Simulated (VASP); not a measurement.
Data:

```xyz
8
Lattice="6.0454 0.0000 0.0000 0.0000 6.0454 0.0000 0.0000 0.0000 6.0454" Properties=species:S:1:pos:R:3 pbc="T T T"
Zn     6.0454     0.0000     6.0454
Zn     3.0227     3.0227     6.0454
Zn     3.0227     0.0000     3.0227
Te     1.4377     1.5850     1.5850
Te     4.6077     4.4604     1.5850
Te     4.6077     1.5850     4.4604
Te     1.4377     4.4604     4.4604
Be     6.0454     3.0227     3.0227
```

Computed with PBE GGA, VASP's PBE PAW potentials (set 64) (plane waves; VASP). Settings: 400 eV cut-off, 4×4×4 Γ-centred mesh, Gaussian smearing of 0.050 eV, potentials Zn Te Be.

Unless said otherwise, spin-orbit coupling is left out, though it shifts the bands of the heavy elements here.

Question: Estimate the energy per atom (σ→0), band gap (on the k-mesh) with the smallest direct gap where there is one.

Answer: 
| Quantity | Value |
|---|---|
| band gap (on the k-mesh) | 1.62 eV |
| smallest direct gap (on the k-mesh) | 1.62 eV |
| energy per atom (σ→0) | -2.883 eV/atom |

The structure was generated: BeZn3Te4 was put into an ordered model structure (P-43m), which need not be its known phase. It was relaxed first.
